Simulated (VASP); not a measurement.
Crystal: Be2P.

```
Be P
1.0
     1.71634    0.99093    7.41333
    -1.71634    0.99093    7.41333
     0.00000   -1.98186    7.41333
Be P
4 2
Direct
  0.13950 0.13950 0.13950
  0.95319 0.95319 0.95319
  0.86064 0.86064 0.86064
  0.04794 0.04794 0.04794
  0.76135 0.76135 0.76135
  0.57357 0.57357 0.57357
```

The cell was built by a generator and needn't be a form met in nature.

```yaml
Program: VASP 6.6.1
Task: single point
Functional: PBE
Potentials_or_basis: VASP PAW PBE potentials, release 64 (Be, P)
Cutoff: 520 eV
k_mesh: 9 × 9 × 9
Occupations: fermi-dirac, width 0.05 eV
Spin: no spin polarisation
```

On this cell: pressure 0.0 GPa; largest force 0.024 eV/Å; band gap on the k mesh none (metal or under the smearing width).

The same run follows on a disturbed copy (atoms moved at random, drawn with an rms of 0.05 Å):

```
CELL_PARAMETERS angstrom
1.71634 0.99093 7.41333
-1.71634 0.99093 7.41333
0.00000 -1.98186 7.41333
ATOMIC_POSITIONS crystal
Be 0.13297 0.14675 0.13593
Be 0.94126 0.95794 0.95956
Be 0.86143 0.86285 0.85188
Be 0.02376 0.05677 0.05853
P 0.75847 0.76926 0.75756
P 0.57368 0.56716 0.57393
```

What does the disturbed cell give?

The energy (extrapolated to zero smearing) moves by +4.8 meV/atom; pressure 0.4 GPa; largest force 0.492 eV/Å; band gap on the k mesh none (metal or under the smearing width).

Forces in eV/Å, atoms in the order of the input:
```
Be   0.059  0.088  0.034
Be   0.143  0.015 -0.370
Be   0.068 -0.122  0.412
Be   0.117  0.187  0.232
P   -0.170 -0.262 -0.380
P   -0.217  0.094  0.072
```

Stress tensor (GPa, compression positive):
```
 0.09 -0.53  0.09
-0.53  0.42  0.00
 0.09  0.00  0.65
```
